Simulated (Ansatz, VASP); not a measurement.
## MgO (Periclase) in two plane-wave programs

Aim: how closely do two programs agree when they are given the same cell, functional and k mesh? The cell is taken from a series of runs on this material, whose earlier steps may have relaxed, scaled, displaced or heated it; both programs get it as it stands.

Program: Ansatz 0.2.0. Level of theory: plane waves, with VASP 6.6.1 beside it; zone-centre phonons at PBEsol. Results are calculated unless marked as measured.

## 1. Starting point

Symmetry: Fm-3m, No. 225, cubic system. Conventional cell: a = 4.243 Å, b = 4.243 Å, c = 4.243 Å, α = 90.00°, β = 90.00°, γ = 90.00°. O has 6 Mg at 2.12 Å nearest. Nearest to Mg lie 6 O at 2.12 Å. Farther neighbours and most contacts between anions are not listed.

Coordinates:

```xyz
2
Lattice="0.0000 2.1214 2.1214 2.1214 0.0000 2.1214 2.1214 2.1214 0.0000" Properties=species:S:1:pos:R:3 pbc="T T T"
O     2.1214    2.1214    2.1214
Mg    0.0000    0.0000    0.0000
```

## 2. VASP: zone-centre phonons, PBEsol, pair 1

Second derivatives magnify differences that forces hide, and they need a tight electronic threshold.

Lines of VASP's logs that name or quote its potential files are left out, and so is its time.

INCAR reads:

```
SYSTEM = MgO
PREC = Accurate
ENCUT = 600
EDIFF = 1E-08
NELM = 120
ISMEAR = 0
SIGMA = 0.01
LREAL = .FALSE.
ALGO = Normal
GGA = PS
NBANDS = 10
LORBIT = 11
LWAVE = .FALSE.
LCHARG = .FALSE.
ISIF = 2
IBRION = 8
LEPSILON = .TRUE.
LASPH = .TRUE.
GGA_COMPAT = .FALSE.
EFERMI = MIDGAP
KPAR = 2
```

POSCAR reads:

```
MgO
1.0
    0.0000000000      2.1214404624      2.1214404624
    2.1214404624      0.0000000000      2.1214404624
    2.1214404624      2.1214404624      0.0000000000
O Mg
1 1
Direct
    0.5000000000      0.5000000000      0.5000000000
    0.0000000000      0.0000000000      0.0000000000
```

KPOINTS reads:

```
Automatic mesh
0
Gamma
12 12 12
0 0 0
```

The projector-augmented-wave data sets are O and Mg (PBE family, release 64).

The run is started by

```
> mpirun -np 2 vasp_std
```

Numbers of over 12 decimals in the logs are rounded to 6 here.

Log:

```text
[banner, memory and clock lines left out]
running    2 mpi-ranks, on    1 nodes
 distrk:  each k-point on    1 cores,    2 groups
 distr:  one band on    1 cores,    1 groups

 POSCAR found type information on POSCAR O Mg
 POSCAR found :  2 types and       2 ions
|                                                                             |
|               ----> ADVICE to this user running VASP <----                  |
|                                                                             |
|     You enforced a specific xc type in the INCAR file but a different       |
|     [... a line on the potential file left out ...]
|     I HOPE YOU KNOW WHAT YOU ARE DOING!                                     |
|                                                                             |

 LDA part: xc-table for (Slater+PW92), standard interpolation
 POSCAR, INCAR and KPOINTS ok, starting setup
 FFT: planning ... GRIDC
 FFT: planning ... GRID_SOFT
 FFT: planning ... GRID
 WAVECAR not read
 entering main loop
       N       E                     dE             d eps       ncg     rms          rms(c)
DAV:   1     0.156198299518E+02    0.15620E+02   -0.50338E+03  1624   0.802E+02
DAV:   2    -0.131938099546E+02   -0.28814E+02   -0.28002E+02  1650   0.145E+02
DAV:   3    -0.138890784204E+02   -0.69527E+00   -0.69431E+00  1676   0.205E+01
DAV:   4    -0.138909045491E+02   -0.18261E-02   -0.18261E-02  1622   0.117E+00
DAV:   5    -0.138909103108E+02   -0.57618E-05   -0.57617E-05  1622   0.661E-02    0.664E+00
DAV:   6    -0.125498390713E+02    0.13411E+01   -0.80204E+00  1470   0.166E+01    0.225E+00
DAV:   7    -0.125248408490E+02    0.24998E-01   -0.51258E-02  1544   0.225E+00    0.130E+00
DAV:   8    -0.125110738056E+02    0.13767E-01   -0.24442E-02  1458   0.194E+00    0.205E-01
DAV:   9    -0.125108621171E+02    0.21169E-03   -0.24614E-04  1650   0.123E-01    0.138E-01
DAV:  10    -0.125107905354E+02    0.71582E-04   -0.39241E-04  1550   0.167E-01    0.652E-03
DAV:  11    -0.125107913516E+02   -0.81626E-06   -0.43140E-06  1550   0.155E-02    0.335E-03
DAV:  12    -0.125107919516E+02   -0.59998E-06   -0.11046E-07  1596   0.400E-03    0.459E-04
DAV:  13    -0.125107920169E+02   -0.65323E-07   -0.11736E-08   900   0.862E-04    0.556E-05
DAV:  14    -0.125107920059E+02    0.11038E-07   -0.18783E-10   800   0.134E-04    0.207E-05
DAV:  15    -0.125107920067E+02   -0.81917E-09   -0.62529E-11   780   0.557E-05
   1 F= -.12510792E+02 E0= -.12510792E+02  d E =0.000000E+00
 Linear response reoptimize wavefunctions to high precision
DAV:   1    -0.125107920067E+02    0.30070E-10   -0.29247E-12   848   0.118E-05
 Linear response G [H, r] |phi>, progress :
  Direction:   1
       N       E                     dE             d eps       ncg     rms
RMM:   1    -0.320811361456E+02   -0.32081E+02    0.12836E+01  3202   0.504E+01
RMM:   2    -0.303974686304E+02    0.16837E+01   -0.66365E-01  2294   0.677E+00
RMM:   3    -0.304005498790E+02   -0.30812E-02   -0.49495E-03  2407   0.439E-01
RMM:   4    -0.304006096678E+02   -0.59789E-04   -0.43467E-05  2579   0.346E-02
RMM:   5    -0.304006099804E+02   -0.31259E-06   -0.24631E-07  2621   0.287E-03
RMM:   6    -0.304006099839E+02   -0.34315E-08    0.15064E-08  2459   0.281E-04
 Linear response G [H, r] |phi>, progress :
  Direction:   2
       N       E                     dE             d eps       ncg     rms
RMM:   1    -0.305931603552E+02   -0.30593E+02    0.15747E+01  3163   0.499E+01
RMM:   2    -0.302309106442E+02    0.36225E+00   -0.71666E-01  2295   0.708E+00
RMM:   3    -0.302345469417E+02   -0.36363E-02   -0.53610E-03  2407   0.458E-01
RMM:   4    -0.302346099823E+02   -0.63041E-04   -0.46579E-05  2574   0.361E-02
RMM:   5    -0.302346103130E+02   -0.33071E-06   -0.27324E-07  2619   0.306E-03
RMM:   6    -0.302346103166E+02   -0.36412E-08   -0.20181E-09  2470   0.306E-04
 Linear response G [H, r] |phi>, progress :
  Direction:   3
       N       E                     dE             d eps       ncg     rms
RMM:   1    -0.272483369014E+02   -0.27248E+02    0.57895E+01  3067   0.492E+01
RMM:   2    -0.257157835377E+02    0.15326E+01   -0.49534E-01  2261   0.574E+00
RMM:   3    -0.257173133269E+02   -0.15298E-02   -0.26886E-03  2356   0.340E-01
RMM:   4    -0.257173467118E+02   -0.33385E-04   -0.41950E-05  2482   0.304E-02
RMM:   5    -0.257173471203E+02   -0.40855E-06   -0.24933E-07  2495   0.265E-03
RMM:   6    -0.257173471283E+02   -0.79468E-08   -0.18677E-09  2260   0.263E-04
 Linear response to external field (no local field effect), progress :
  Direction:   1
       N       E                     dE             d eps       ncg     rms          rms(c)
RMM:   1    -0.136232666403E+00   -0.13623E+00   -0.43349E-01  3225   0.180E+00
RMM:   2    -0.136864864573E+00   -0.63220E-03   -0.10166E-03  2271   0.222E-01
RMM:   3    -0.136869024813E+00   -0.41602E-05   -0.31198E-06  2353   0.126E-02
RMM:   4    -0.136869042552E+00   -0.17738E-07   -0.17027E-08  2371   0.951E-04
RMM:   5    -0.136869042655E+00   -0.10388E-09   -0.12015E-10  1921   0.815E-05
 change of polarisation eV/A/(eV/A) component  1 :     0.274     0.089     0.026
 dielectric tensor                  component  1 :     3.594     0.841     0.242
 Linear response to external field (no local field effect), progress :
  Direction:   2
[...]
RMM:   5    -0.139213971508E+00   -0.12769E-09   -0.19058E-10  1945   0.920E-05
 change of polarisation eV/A/(eV/A) component  2 :     0.089     0.278    -0.043
 dielectric tensor                  component  2 :     0.841     3.638    -0.408
 Linear response to external field (no local field effect), progress :
  Direction:   3
       N       E                     dE             d eps       ncg     rms          rms(c)
RMM:   1    -0.844857845747E-01   -0.84486E-01   -0.22493E-01  3102   0.139E+00
RMM:   2    -0.851395873885E-01   -0.65380E-03   -0.61986E-04  2258   0.166E-01
RMM:   3    -0.851418595181E-01   -0.22721E-05   -0.20646E-06  2317   0.951E-03
RMM:   4    -0.851418716077E-01   -0.12090E-07   -0.11929E-08  2250   0.741E-04
RMM:   5    -0.851418716804E-01   -0.72776E-10   -0.10474E-10  1765   0.662E-05
 change of polarisation eV/A/(eV/A) component  3 :     0.026    -0.043     0.170
 dielectric tensor                  component  3 :     0.242    -0.408     2.614
 Linear response to external field, progress :
  Direction:   1
       N       E                     dE             d eps       ncg     rms          rms(c)
RMM:   1    -0.119820124944E+00   -0.11982E+00   -0.37077E-01  7108   0.166E+00
RMM:   2    -0.120404214697E+00   -0.58409E-03   -0.91133E-04  5091   0.203E-01    0.544E-01
RMM:   3    -0.118766233420E+00    0.16380E-02   -0.11097E-03  5081   0.267E-01    0.326E-01
RMM:   4    -0.125491693574E+00   -0.67255E-02   -0.20488E-03  5059   0.383E-01    0.298E-02
RMM:   5    -0.126114235793E+00   -0.62254E-03   -0.23864E-05  5315   0.450E-02    0.593E-03
RMM:   6    -0.126188886326E+00   -0.74651E-04   -0.21709E-07  5438   0.428E-03    0.243E-03
RMM:   7    -0.126214711163E+00   -0.25825E-04   -0.72024E-08  5417   0.229E-03    0.128E-04
RMM:   8    -0.126215699088E+00   -0.98793E-06   -0.59682E-10  5020   0.193E-04    0.525E-05
RMM:   9    -0.126215936507E+00   -0.23742E-06   -0.53943E-11  4470   0.789E-05    0.914E-06
 change of polarisation eV/A/(eV/A) component  1 :     0.232     0.048     0.017
 dielectric tensor                  component  1 :     3.195     0.459     0.166
 Linear response to external field, progress :
  Direction:   2
       N       E                     dE             d eps       ncg     rms          rms(c)
RMM:   1    -0.119731108848E+00   -0.11973E+00   -0.36988E-01  7110   0.166E+00
RMM:   2    -0.120404212411E+00   -0.67310E-03   -0.91949E-04  5093   0.206E-01    0.544E-01
RMM:   3    -0.118768942824E+00    0.16353E-02   -0.11109E-03  5082   0.267E-01    0.326E-01
RMM:   4    -0.125491867465E+00   -0.67229E-02   -0.20510E-03  5060   0.383E-01    0.298E-02
RMM:   5    -0.126114009867E+00   -0.62214E-03   -0.23834E-05  5316   0.450E-02    0.592E-03
RMM:   6    -0.126189112245E+00   -0.75102E-04   -0.21803E-07  5429   0.429E-03    0.242E-03
RMM:   7    -0.126214716871E+00   -0.25605E-04   -0.71730E-08  5417   0.228E-03    0.130E-04
RMM:   8    -0.126215742137E+00   -0.10253E-05   -0.62302E-10  5081   0.202E-04    0.535E-05
RMM:   9    -0.126215928695E+00   -0.18656E-06   -0.38613E-11  4469   0.789E-05    0.849E-06
 change of polarisation eV/A/(eV/A) component  2 :     0.037     0.232    -0.004
 dielectric tensor                  component  2 :     0.352     3.195    -0.034
 Linear response to external field, progress :
  Direction:   3
       N       E                     dE             d eps       ncg     rms          rms(c)
RMM:   1    -0.119753960773E+00   -0.11975E+00   -0.37011E-01  7097   0.166E+00
RMM:   2    -0.120404203138E+00   -0.65024E-03   -0.91817E-04  5088   0.205E-01    0.544E-01
RMM:   3    -0.118769182412E+00    0.16350E-02   -0.11109E-03  5080   0.267E-01    0.326E-01
RMM:   4    -0.125491790881E+00   -0.67226E-02   -0.20506E-03  5053   0.383E-01    0.298E-02
RMM:   5    -0.126114018677E+00   -0.62223E-03   -0.23845E-05  5320   0.450E-02    0.592E-03
RMM:   6    -0.126189094330E+00   -0.75076E-04   -0.21813E-07  5432   0.429E-03    0.242E-03
RMM:   7    -0.126214717324E+00   -0.25623E-04   -0.71788E-08  5408   0.228E-03    0.130E-04
RMM:   8    -0.126215740850E+00   -0.10235E-05   -0.68190E-10  5062   0.202E-04    0.535E-05
RMM:   9    -0.126215927716E+00   -0.18687E-06   -0.17396E-10  4468   0.789E-05    0.849E-06
 change of polarisation eV/A/(eV/A) component  3 :     0.005     0.026     0.232
 dielectric tensor                  component  3 :     0.044     0.248     3.195
 Linear response DOF=           2
 Linear response progress:
  Degree of freedom:   1/  2
       N       E                     dE             d eps       ncg     rms          rms(c)
RMM:   1    -0.354050601951E+00   -0.35405E+00    0.38773E-01  5876   0.426E+00
RMM:   2    -0.354466586367E+00   -0.41598E-03   -0.17031E-03  5157   0.338E-01    0.124E-01
RMM:   3    -0.355878749318E+00   -0.14122E-02   -0.30487E-04  4953   0.129E-01    0.683E-02
RMM:   4    -0.357981036784E+00   -0.21023E-02   -0.32010E-04  4671   0.136E-01    0.183E-02
RMM:   5    -0.357986156315E+00   -0.51195E-05   -0.44925E-06  5327   0.216E-02    0.159E-03
RMM:   6    -0.357979782790E+00    0.63735E-05   -0.50786E-08  5683   0.195E-03    0.922E-04
RMM:   7    -0.357971232144E+00    0.85506E-05   -0.67267E-09  5520   0.824E-04    0.814E-05
RMM:   8    -0.357971237564E+00   -0.54199E-08   -0.30233E-11  5532   0.633E-05    0.274E-05
 first order change of Fermi-energy   0.14213E-02
 force on displaced ion       1 direction 1 :  -4.886   0.000   0.000
 Born effective charge ion    1 direction 1 :  -1.975   0.000   0.000
 Linear response progress:
  Degree of freedom:   2/  2
       N       E                     dE             d eps       ncg     rms          rms(c)
RMM:   1    -0.192788403216E-02   -0.19279E-02   -0.16091E-04  6719   0.512E-01
RMM:   2    -0.187438121516E-02    0.53503E-04   -0.16319E-04  4954   0.858E-02    0.326E-02
RMM:   3    -0.185320917674E-02    0.21172E-04   -0.14753E-05  5195   0.273E-02    0.172E-02
RMM:   4    -0.185565288530E-02   -0.24437E-05   -0.13033E-05  5183   0.255E-02    0.323E-03
RMM:   5    -0.185695413260E-02   -0.13012E-05   -0.22216E-07  5222   0.387E-03    0.351E-04
RMM:   6    -0.185707524190E-02   -0.12111E-06   -0.17470E-09  5270   0.356E-04    0.153E-04
RMM:   7    -0.185707055864E-02    0.46833E-08   -0.55481E-10  5310   0.222E-04    0.197E-05
 first order change of Fermi-energy   0.59510E-04
 force on displaced ion       2 direction 1 :  -4.865   0.000   0.000
 Born effective charge ion    2 direction 1 :   1.975   0.000   0.000
 Born effective charges drift removed
 Linear response finished
```

Parts of OUTCAR (step 2):

```text
ion  position               nearest neighbor table
   1  0.500  0.500  0.500-   2 2.12   2 2.12   2 2.12   2 2.12   2 2.12   2 2.12
   2  0.000  0.000  0.000-   1 2.12   1 2.12   1 2.12   1 2.12   1 2.12   1 2.12

  LATTYP: Found a face centered cubic cell.
 ALAT       =     4.2428809248

 Subroutine GETGRP returns: Found 48 space group operations
 (whereof 48 operations were pure point group operations)

The static configuration has the point symmetry O_h .

 Found     72 irreducible k-points:

   k-points           NKPTS =     72   k-points in BZ     NKDIM =     72   number of bands    NBANDS=     10

   dimension x,y,z NGX =    24 NGY =   24 NGZ =   24
   dimension x,y,z NGXF=    48 NGYF=   48 NGZF=   48

   ENCUT  =  600.0 eV  44.10 Ry    6.64 a.u.   5.99  5.99  5.99*2*pi/ulx,y,z

   NELECT =       8.0000    total number of electrons

 k-points in reciprocal lattice and weights: Automatic mesh
   0.00000000  0.00000000  0.00000000       0.001
   0.08333333  0.00000000  0.00000000       0.005
   0.16666667  0.00000000  0.00000000       0.005
   0.25000000  0.00000000  0.00000000       0.005
   0.33333333  0.00000000  0.00000000       0.005
   0.41666667  0.00000000  0.00000000       0.005
   0.50000000  0.00000000  0.00000000       0.002
   0.08333333  0.08333333  0.00000000       0.003
   0.16666667  0.08333333  0.00000000       0.014
[...]
-0.33333333  0.50000000  0.16666667       0.007
  -0.25000000  0.50000000  0.25000000       0.003

 average (electrostatic) potential at core
       1 -69.7295       2 -34.9123

  Total       -0.4539943     -0.4539943     -0.4539943      0.0000000      0.0000000     -0.0000000
  in kB      -38.0924081    -38.0924081    -38.0924081      0.0000000      0.0000000     -0.0000000
  external PRESSURE =     -38.0924081 kB  Pullay stress =       0.0000000 kB

  energy-cutoff  :      600.00
  volume of cell :       19.10
      direct lattice vectors                 reciprocal lattice vectors
     0.000000000  2.121440462  2.121440462    -0.235688915  0.235688915  0.235688915
     2.121440462  0.000000000  2.121440462     0.235688915 -0.235688915  0.235688915
     2.121440462  2.121440462  0.000000000     0.235688915  0.235688915 -0.235688915

 POSITION                                       TOTAL-FORCE (eV/Angst)
 -----------------------------------------------------------------------------------
      2.12144      2.12144      2.12144        -0.000000     -0.000000     -0.000000
      0.00000      0.00000      0.00000         0.000000      0.000000      0.000000
 -----------------------------------------------------------------------------------
    total drift:                               -0.000000     -0.000000      0.000000

 MACROSCOPIC STATIC DIELECTRIC TENSOR (including local field effects in DFT)
 ------------------------------------------------------
           3.194658     0.000000     0.000000
           0.000000     3.194658     0.000000
           0.000000     0.000000     3.194658
 ------------------------------------------------------

 PIEZOELECTRIC TENSOR (including local field effects)  for field in x, y, z        (C/m^2)
          XX          YY          ZZ          XY          YZ          ZX
  --------------------------------------------------------------------------------
  x     0.00000     0.00000     0.00000     0.00000     0.00000     0.00000
  y     0.00000     0.00000     0.00000     0.00000     0.00000     0.00000
  z     0.00000     0.00000     0.00000     0.00000     0.00000     0.00000

 BORN EFFECTIVE CHARGES (including local field effects) (in |e|, cummulative output)
 ---------------------------------------------------------------------------------
 ion    1
    1    -1.97500    -0.00000     0.00000
    2    -0.00000    -1.97500     0.00000
    3    -0.00000     0.00000    -1.97500
 ion    2
    1     1.97500     0.00000    -0.00000
    2     0.00000     1.97500    -0.00000
    3     0.00000    -0.00000     1.97500

 Eigenvectors and eigenvalues of the dynamical matrix
 ----------------------------------------------------

   1 f  =   11.115652 THz    69.841703 2PiTHz  370.778250 cm-1    45.970623 meV
             X         Y         Z           dx          dy          dz
      2.121440  2.121440  2.121440     0.549587    0.549587    0.000000
      0.000000  0.000000  0.000000    -0.444920   -0.444920    0.000000

   2 f  =   11.115652 THz    69.841703 2PiTHz  370.778250 cm-1    45.970623 meV
             X         Y         Z           dx          dy          dz
      2.121440  2.121440  2.121440     0.000000    0.000000    0.777234
      0.000000  0.000000  0.000000     0.000000   -0.000000   -0.629212

   3 f  =   11.115652 THz    69.841703 2PiTHz  370.778250 cm-1    45.970623 meV
             X         Y         Z           dx          dy          dz
      2.121440  2.121440  2.121440     0.549587   -0.549587    0.000000
      0.000000  0.000000  0.000000    -0.444920    0.444920   -0.000000

   4 f/i=    0.012107 THz     0.076068 2PiTHz    0.403833 cm-1     0.050069 meV
             X         Y         Z           dx          dy          dz
      2.121440  2.121440  2.121440     0.216277   -0.589741    0.036572
      0.000000  0.000000  0.000000     0.267156   -0.728477    0.045176

   5 f/i=    0.012107 THz     0.076068 2PiTHz    0.403833 cm-1     0.050069 meV
             X         Y         Z           dx          dy          dz
      2.121440  2.121440  2.121440     0.588466    0.218495    0.043305
      0.000000  0.000000  0.000000     0.726902    0.269896    0.053493

   6 f/i=    0.012107 THz     0.076068 2PiTHz    0.403833 cm-1     0.050069 meV
             X         Y         Z           dx          dy          dz
      2.121440  2.121440  2.121440    -0.053289    0.019319    0.626654
      0.000000  0.000000  0.000000    -0.065825    0.023864    0.774074

 MACROSCOPIC STATIC DIELECTRIC TENSOR IONIC CONTRIBUTION
 ------------------------------------------------------
           7.581441     0.000000     0.000000
           0.000000     7.581441    -0.000000
           0.000000    -0.000000     7.581441
 ------------------------------------------------------

 ELASTIC MODULI CONTR FROM IONIC RELAXATION (kBar)
 Direction    XX          YY          ZZ          XY          YZ          ZX
 --------------------------------------------------------------------------------
 XX           0.0000      0.0000      0.0000      0.0000      0.0000      0.0000
 YY           0.0000      0.0000      0.0000      0.0000      0.0000      0.0000
 ZZ           0.0000      0.0000      0.0000      0.0000      0.0000      0.0000
 XY           0.0000      0.0000      0.0000      0.0000      0.0000      0.0000
 YZ           0.0000      0.0000      0.0000      0.0000      0.0000      0.0000
 ZX           0.0000      0.0000      0.0000      0.0000      0.0000      0.0000
 --------------------------------------------------------------------------------

 PIEZOELECTRIC TENSOR IONIC CONTR  for field in x, y, z        (C/m^2)
          XX          YY          ZZ          XY          YZ          ZX
  --------------------------------------------------------------------------------
  x     0.00000     0.00000     0.00000     0.00000     0.00000     0.00000
  y     0.00000     0.00000     0.00000     0.00000     0.00000     0.00000
  z     0.00000     0.00000     0.00000     0.00000     0.00000     0.00000
```

The gap is read on the k-mesh alone, so it is an upper bound where the band edges lie off the mesh. Energies printed during the response cycles are not total energies of the cell. The PAW data sets were made with PBE, which is usual practice but a small mismatch for other functionals.

(Part 1 of 3 ends here.)

[Lines on the potential files, build, host, timing and source positions are cut from VASP's logs without a mark.]

[Logs are printed without paths, hosts, clocks, repeated set-up lines and the standing remarks that a program may print on its own settings, such as how far it seeks lower states.]

[Hosts, paths, dates, database ids (printed as entryN), source tags and the programs' standing remarks are cut or masked in the printed files.]
